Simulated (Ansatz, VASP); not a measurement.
# InAs in two plane-wave programs

One calculation is typed for both programs; each brings its own data sets. How far apart do they land? The cell is taken from a series of runs on this material, whose earlier steps may have relaxed, scaled, displaced or heated it; both programs get it as it stands.

Calculated with Ansatz 0.2.0; plane waves, with VASP 6.6.1 beside it; zone-centre phonons at PBEsol.

## 1. The starting structure

It takes space group Imm2 (No. 44, orthorhombic). The conventional cell has a = 4.303 Å, b = 4.347 Å, c = 6.054 Å, α = 90.00°, β = 90.00°, γ = 90.00°. As has 4 In at 2.64 Å nearest. Nearest to In lie 4 As at 2.64 Å. Farther neighbours are not listed.

Coordinates:

```cif
data_structure
_symmetry_space_group_name_H-M 'P 1'
_symmetry_Int_Tables_number 1
_cell_length_a 4.3032
_cell_length_b 4.3032
_cell_length_c 4.3473
_cell_angle_alpha 59.661
_cell_angle_beta 59.661
_cell_angle_gamma 60.003
_cell_volume 56.63
loop_
_atom_site_label
_atom_site_type_symbol
_atom_site_fract_x
_atom_site_fract_y
_atom_site_fract_z
_atom_site_occupancy
As1 As 0.75086 0.75086 0.74914 1
In2 In 0.99914 0.99914 0.00086 1
```

## 2. VASP: zone-centre phonons, PBEsol

Second derivatives magnify differences that forces hide, and they need a tight electronic threshold.

Lines of VASP's logs that name or quote its potential files are left out, and so is its time.

The input, INCAR:

```
SYSTEM = InAs
PREC = Accurate
ENCUT = 500
EDIFF = 1E-08
NELM = 120
ISMEAR = 1
SIGMA = 0.2
LREAL = .FALSE.
ALGO = Normal
GGA = PS
NBANDS = 15
LORBIT = 11
LWAVE = .FALSE.
LCHARG = .FALSE.
ISIF = 2
IBRION = 8
LASPH = .TRUE.
GGA_COMPAT = .FALSE.
KPAR = 2
```

The input, POSCAR:

```
InAs
1.0
    0.0154913639      3.0584837449      3.0270590972
    3.0584837449      0.0154913639      3.0270590972
    3.0739751088      3.0739751088     -0.0000000001
As In
1 1
Direct
    0.7508646667      0.7508646667      0.7491353333
    0.9991353333      0.9991353333      0.0008646667
```

The input, KPOINTS:

```
Automatic mesh
0
Gamma
12 12 12
0 0 0
```

Potentials, in the order of the species: As and In_d (PBE family, release 64).

Run with:

```bash
$ mpirun -np 2 vasp_std
```

Numbers of over 12 decimals in the logs are rounded to 6 here.

What it wrote:

```text
[banner, memory and clock lines left out]
running    2 mpi-ranks, on    1 nodes
 distrk:  each k-point on    1 cores,    2 groups
 distr:  one band on    1 cores,    1 groups

 POSCAR found type information on POSCAR AsIn
 POSCAR found :  2 types and       2 ions
|                                                                             |
|               ----> ADVICE to this user running VASP <----                  |
|                                                                             |
|     You enforced a specific xc type in the INCAR file but a different       |
|     [... a line on the potential file left out ...]
|     I HOPE YOU KNOW WHAT YOU ARE DOING!                                     |
|                                                                             |

 LDA part: xc-table for (Slater+PW92), standard interpolation
 POSCAR, INCAR and KPOINTS ok, starting setup
 FFT: planning ... GRIDC
 FFT: planning ... GRID_SOFT
 FFT: planning ... GRID
 WAVECAR not read
 entering main loop
       N       E                     dE             d eps       ncg     rms          rms(c)
DAV:   1     0.111264639071E+03    0.11126E+03   -0.81749E+03  8449   0.124E+03
DAV:   2    -0.114873896311E+01   -0.11241E+03   -0.10831E+03  9079   0.299E+02
DAV:   3    -0.858228273908E+01   -0.74335E+01   -0.73792E+01 10759   0.779E+01
DAV:   4    -0.877031836602E+01   -0.18804E+00   -0.18797E+00 10416   0.140E+01
DAV:   5    -0.877855082720E+01   -0.82325E-02   -0.82323E-02 12478   0.249E+00    0.428E+00
DAV:   6    -0.852054772070E+01    0.25800E+00   -0.39783E-01 13224   0.117E+01    0.234E+00
DAV:   7    -0.849050831433E+01    0.30039E-01   -0.10708E-01 11693   0.333E+00    0.677E-01
DAV:   8    -0.848898745074E+01    0.15209E-02   -0.12303E-02 10997   0.134E+00    0.185E-01
DAV:   9    -0.848923152132E+01   -0.24407E-03   -0.86445E-04 10455   0.285E-01    0.105E-01
DAV:  10    -0.848929977807E+01   -0.68257E-04   -0.12259E-04 13132   0.158E-01    0.639E-02
DAV:  11    -0.848931917631E+01   -0.19398E-04   -0.54929E-05  9653   0.105E-01    0.478E-02
DAV:  12    -0.848931909954E+01    0.76770E-07   -0.56057E-06  9788   0.258E-02    0.803E-03
DAV:  13    -0.848931920868E+01   -0.10913E-06   -0.11890E-06 11165   0.606E-03    0.363E-03
DAV:  14    -0.848931916252E+01    0.46155E-07   -0.64472E-08 10277   0.252E-03    0.140E-03
DAV:  15    -0.848931921119E+01   -0.48668E-07   -0.25314E-09  7910   0.709E-04    0.490E-04
DAV:  16    -0.848931922343E+01   -0.12241E-07   -0.17178E-09  6279   0.363E-04    0.978E-05
DAV:  17    -0.848931922530E+01   -0.18658E-08   -0.96112E-10  5516   0.240E-04
   1 F= -.84893192E+01 E0= -.84894699E+01  d E =0.452169E-03
 Linear response reoptimize wavefunctions to high precision
DAV:   1    -0.848931922642E+01   -0.11228E-08   -0.16527E-10  6867   0.160E-04
DAV:   2    -0.848931922642E+01    0.18190E-11   -0.53110E-11  5250   0.691E-05
 Linear response DOF=           4
 Linear response progress:
  Degree of freedom:   1/  4
       N       E                     dE             d eps       ncg     rms          rms(c)
RMM:   1    -0.466745275103E-01   -0.46675E-01    0.65399E-02 53751   0.151E+00
RMM:   2    -0.443671633958E-01    0.23074E-02    0.14595E-03 40737   0.555E-01    0.105E-01
RMM:   3    -0.450467174369E-01   -0.67955E-03   -0.17921E-03 48233   0.233E-01    0.460E-02
RMM:   4    -0.452500468766E-01   -0.20333E-03   -0.14055E-04 48801   0.779E-02    0.112E-02
RMM:   5    -0.452904653526E-01   -0.40418E-04   -0.16835E-05 50316   0.309E-02    0.511E-03
RMM:   6    -0.452763644397E-01    0.14101E-04   -0.25909E-06 48713   0.849E-03    0.152E-03
RMM:   7    -0.452743938740E-01    0.19706E-05   -0.14892E-06 53445   0.251E-03    0.983E-04
RMM:   8    -0.452751520529E-01   -0.75818E-06   -0.86383E-08 50045   0.110E-03    0.477E-04
RMM:   9    -0.452758071703E-01   -0.65512E-06   -0.67042E-08 50811   0.381E-04    0.915E-05
RMM:  10    -0.452758623664E-01   -0.55196E-07   -0.18351E-07 55232   0.150E-04    0.601E-05
RMM:  11    -0.452758579178E-01    0.44486E-08   -0.13319E-08 52034   0.568E-05    0.111E-05
 first order change of Fermi-energy   0.11054E-03
 force on displaced ion       1 direction 1 :  -7.202   0.067  -0.001
 Linear response progress:
  Degree of freedom:   2/  4
       N       E                     dE             d eps       ncg     rms          rms(c)
RMM:   1    -0.466199731900E-01   -0.46620E-01    0.64745E-02 17097   0.151E+00
RMM:   2    -0.443433197207E-01    0.22767E-02    0.13328E-03 13272   0.553E-01    0.103E-01
RMM:   3    -0.450042815464E-01   -0.66096E-03   -0.17756E-03 15440   0.229E-01    0.455E-02
RMM:   4    -0.452022542896E-01   -0.19797E-03   -0.13782E-04 15683   0.771E-02    0.111E-02
RMM:   5    -0.452427360310E-01   -0.40482E-04   -0.16484E-05 16034   0.306E-02    0.496E-03
RMM:   6    -0.452293435530E-01    0.13392E-04   -0.20403E-06 15620   0.830E-03    0.149E-03
RMM:   7    -0.452269888949E-01    0.23547E-05   -0.16120E-07 17003   0.246E-03    0.908E-04
RMM:   8    -0.452277514258E-01   -0.76253E-06   -0.48189E-08 15442   0.108E-03    0.428E-04
RMM:   9    -0.452283765471E-01   -0.62512E-06    0.36638E-09 16264   0.355E-04    0.927E-05
RMM:  10    -0.452284343052E-01   -0.57758E-07    0.31599E-08 17533   0.138E-04    0.547E-05
RMM:  11    -0.452284290628E-01    0.52424E-08   -0.37044E-08 16626   0.539E-05    0.102E-05
 first order change of Fermi-energy   0.43576E+00
 force on displaced ion       1 direction 3 :  -0.000  -0.000  -7.149
 Linear response progress:
  Degree of freedom:   3/  4
       N       E                     dE             d eps       ncg     rms          rms(c)
RMM:   1    -0.233485210188E+00   -0.23349E+00   -0.99450E-02 35147   0.484E+00
RMM:   2    -0.235975443783E+00   -0.24902E-02   -0.12993E-02 44304   0.102E+00    0.771E-02
RMM:   3    -0.235895905404E+00    0.79538E-04   -0.15268E-03 48093   0.316E-01    0.378E-02
RMM:   4    -0.235682105669E+00    0.21380E-03   -0.14907E-04 49485   0.107E-01    0.208E-02
RMM:   5    -0.235620016241E+00    0.62089E-04   -0.24589E-05 51240   0.395E-02    0.737E-03
RMM:   6    -0.235614284100E+00    0.57321E-05   -0.92804E-07 51086   0.136E-02    0.186E-03
RMM:   7    -0.235625435605E+00   -0.11152E-04   -0.36751E-06 53153   0.402E-03    0.791E-04
RMM:   8    -0.235624263984E+00    0.11716E-05    0.44841E-07 52261   0.172E-03    0.396E-04
RMM:   9    -0.235624107535E+00    0.15645E-06    0.75218E-07 54038   0.777E-04    0.838E-05
RMM:  10    -0.235624005321E+00    0.10221E-06    0.72108E-07 55975   0.343E-04    0.342E-05
RMM:  11    -0.235624072879E+00   -0.67558E-07    0.99892E-08 55855   0.166E-04    0.158E-05
RMM:  12    -0.235624068985E+00    0.38933E-08    0.18606E-07 53262   0.937E-05    0.469E-06
RMM:  13    -0.235624104803E+00   -0.35818E-07    0.72835E-08 52597   0.593E-05    0.740E-06
RMM:  14    -0.235624095304E+00    0.94994E-08    0.29240E-08 52452   0.378E-05    0.861E-06
 first order change of Fermi-energy  -0.21236E-04
 force on displaced ion       2 direction 1 :  -7.200   0.056  -0.000
 Linear response progress:
  Degree of freedom:   4/  4
       N       E                     dE             d eps       ncg     rms          rms(c)
RMM:   1    -0.233430036265E+00   -0.23343E+00   -0.98485E-02 11359   0.485E+00
RMM:   2    -0.235916473630E+00   -0.24864E-02   -0.12684E-02 14229   0.101E+00    0.760E-02
RMM:   3    -0.235830666885E+00    0.85807E-04   -0.14867E-03 15488   0.312E-01    0.374E-02
RMM:   4    -0.235612126444E+00    0.21854E-03   -0.13757E-04 15874   0.105E-01    0.204E-02
RMM:   5    -0.235547421385E+00    0.64705E-04   -0.21808E-05 16366   0.389E-02    0.727E-03
RMM:   6    -0.235541667157E+00    0.57542E-05   -0.35455E-06 16396   0.129E-02    0.189E-03
RMM:   7    -0.235552245691E+00   -0.10579E-04    0.38536E-07 16762   0.376E-03    0.802E-04
RMM:   8    -0.235551403722E+00    0.84197E-06    0.14706E-06 16509   0.159E-03    0.346E-04
RMM:   9    -0.235551579279E+00   -0.17556E-06   -0.25423E-07 17324   0.675E-04    0.100E-04
RMM:  10    -0.235551506953E+00    0.72326E-07   -0.17331E-07 17507   0.276E-04    0.244E-05
RMM:  11    -0.235551547994E+00   -0.41041E-07    0.18641E-10 17703   0.133E-04    0.921E-06
RMM:  12    -0.235551589213E+00   -0.41219E-07    0.20697E-08 17387   0.728E-05    0.588E-06
RMM:  13    -0.235551602678E+00   -0.13465E-07    0.67756E-09 16844   0.439E-05    0.877E-06
RMM:  14    -0.235551595562E+00    0.71166E-08    0.76641E-08 17056   0.281E-05    0.193E-05
 first order change of Fermi-energy  -0.43500E+00
 force on displaced ion       2 direction 3 :   0.000   0.000  -7.130
 Linear response finished
```

From OUTCAR (step 2):

```text
ion  position               nearest neighbor table
   1  0.751  0.751  0.749-   2 2.64   2 2.64   2 2.64   2 2.64
   2  0.999  0.999  0.001-   1 2.64   1 2.64   1 2.64   1 2.64

  LATTYP: Found a body centered orthorhombic cell.
 ALAT       =     4.3034410954
 B/A-ratio  =     1.0101816646
 C/A-ratio  =     1.4068086585

 Subroutine GETGRP returns: Found  4 space group operations
 (whereof  4 operations were pure point group operations)

The static configuration has the point symmetry C_2v.

 Found    280 irreducible k-points:

   k-points           NKPTS =    280   k-points in BZ     NKDIM =    280   number of bands    NBANDS=     15

   dimension x,y,z NGX =    32 NGY =   32 NGZ =   32
   dimension x,y,z NGXF=    64 NGYF=   64 NGZF=   64

   ENCUT  =  500.0 eV  36.75 Ry    6.06 a.u.   7.85  7.85  7.93*2*pi/ulx,y,z

   NELECT =      18.0000    total number of electrons

 k-points in reciprocal lattice and weights: Automatic mesh
   0.00000000  0.00000000  0.00000000       0.001
   0.08333333  0.00000000  0.00000000       0.002
   0.16666667  0.00000000 -0.00000000       0.002
   0.25000000  0.00000000 -0.00000000       0.002
   0.33333333 -0.00000000  0.00000000       0.002
   0.41666667 -0.00000000 -0.00000000       0.002
   0.50000000  0.00000000 -0.00000000       0.001
   0.08333333  0.08333333 -0.00000000       0.001
   0.16666667  0.08333333 -0.00000000       0.002
[...]
0.25000000  0.25000000  0.50000000       0.001
  -0.25000000  0.25000000  0.50000000       0.001

 average (electrostatic) potential at core
       1 -49.7241       2 -96.6398

  Total       -0.0954063     -0.0954063      0.0258282     -0.1248904      0.0000000      0.0000000
  in kB       -2.6992038     -2.6992038      0.7307238     -3.5333576      0.0000000      0.0000000
  external PRESSURE =      -1.5558946 kB  Pullay stress =       0.0000000 kB

  energy-cutoff  :      500.00
  volume of cell :       56.63
      direct lattice vectors                 reciprocal lattice vectors
     0.015491364  3.058483745  3.027059097    -0.164311946  0.164311946  0.165176821
     3.058483745  0.015491364  3.027059097     0.164311946 -0.164311946  0.165176821
     3.073975109  3.073975109 -0.000000000     0.162655839  0.162655839 -0.165176821

 POSITION                                       TOTAL-FORCE (eV/Angst)
 -----------------------------------------------------------------------------------
      4.61096      4.61096      4.54582         0.000000      0.000000      0.000401
      3.07398      3.07398      6.04888        -0.000000     -0.000000     -0.000401
 -----------------------------------------------------------------------------------
    total drift:                               -0.000000     -0.000000     -0.000296

 Eigenvectors and eigenvalues of the dynamical matrix
 ----------------------------------------------------

   1 f  =    6.257387 THz    39.316323 2PiTHz  208.723970 cm-1    25.878462 meV
             X         Y         Z           dx          dy          dz
      4.610963  4.610963  4.545823    -0.550265    0.550265    0.000000
      3.073975  3.073975  6.048883     0.444082   -0.444082   -0.000000

   2 f  =    6.204631 THz    38.984848 2PiTHz  206.964221 cm-1    25.660282 meV
             X         Y         Z           dx          dy          dz
      4.610963  4.610963  4.545823    -0.000000   -0.000000    0.778315
      3.073975  3.073975  6.048883     0.000000    0.000000   -0.627874

   3 f  =    6.203234 THz    38.976066 2PiTHz  206.917598 cm-1    25.654501 meV
             X         Y         Z           dx          dy          dz
      4.610963  4.610963  4.545823    -0.549926   -0.549926   -0.000000
      3.073975  3.073975  6.048883     0.444501    0.444501    0.000000

   4 f/i=    0.001899 THz     0.011933 2PiTHz    0.063352 cm-1     0.007855 meV
             X         Y         Z           dx          dy          dz
      4.610963  4.610963  4.545823    -0.444501   -0.444501   -0.000000
      3.073975  3.073975  6.048883    -0.549926   -0.549926   -0.000000

   5 f/i=    0.002853 THz     0.017925 2PiTHz    0.095161 cm-1     0.011798 meV
             X         Y         Z           dx          dy          dz
      4.610963  4.610963  4.545823    -0.444082    0.444082    0.000000
      3.073975  3.073975  6.048883    -0.550265    0.550265    0.000000

   6 f/i=    0.004042 THz     0.025397 2PiTHz    0.134826 cm-1     0.016716 meV
             X         Y         Z           dx          dy          dz
      4.610963  4.610963  4.545823     0.000000   -0.000000    0.627874
      3.073975  3.073975  6.048883     0.000000   -0.000000    0.778315

 ELASTIC MODULI CONTR FROM IONIC RELAXATION (kBar)
 Direction    XX          YY          ZZ          XY          YZ          ZX
 --------------------------------------------------------------------------------
 XX          -0.1338     -0.1338     -0.1716      5.2111     -0.0000     -0.0000
 YY          -0.1338     -0.1338     -0.1716      5.2111     -0.0000     -0.0000
 ZZ          -0.1716     -0.1716     -0.2201      6.6849      0.0000      0.0000
 XY           5.2111      5.2111      6.6849   -203.0246      0.0000      0.0000
 YZ          -0.0000     -0.0000      0.0000      0.0000   -206.2812      7.3967
 ZX          -0.0000     -0.0000      0.0000      0.0000      7.3967   -194.6276
 --------------------------------------------------------------------------------
```

Energies printed during the response cycles are not total energies of the cell.

[end of part 1 of 2]

[Lines on the potential files, build, host, timing and source positions are cut from VASP's logs without a mark.]

[Logs are printed without paths, hosts, clocks, repeated set-up lines and the standing remarks that a program may print on its own settings, such as how far it seeks lower states.]

[Hosts, paths, dates, database ids (printed as entryN), source tags and the programs' standing remarks are cut or masked in the printed files.]
